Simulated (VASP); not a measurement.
Data:

```
TaSi
1.0
    3.00283     0.00000     0.00000
   -1.50142     2.60053     0.00000
    0.00000     0.00000     7.99541
Ta Si
2 2
Direct
  0.00000   0.00000   0.00000
  0.00000   0.00000   0.50000
  0.33333   0.66667   0.25000
  0.66667   0.33333   0.75000
```

Computed with PBEsol GGA with spin-orbit coupling, VASP's PBE PAW potentials (set 64) (plane waves; VASP 6.6.1). Run with 400 eV cut-off, 11×11×4 Γ-centred mesh, Gaussian smearing of 0.050 eV, potentials Ta_pv Si.

Question: Predict the energy per atom (σ→0), band gap (over mesh and band path) with the smallest direct gap where there is one.

Answer: 
```
Item                                                                  Result
----------------------------------  ----------------------------------------
band gap (over mesh and band path)  none (metal, semimetal or under 0.01 eV)
energy per atom (σ→0)                                         -9.853 eV/atom
```

Only differences to runs with the same potentials and settings are physical.

The structure was generated: TaSi was put into the NiAs type (P6_3/mmc), which need not be its known phase. It was relaxed first, which changed the volume by -28 %.
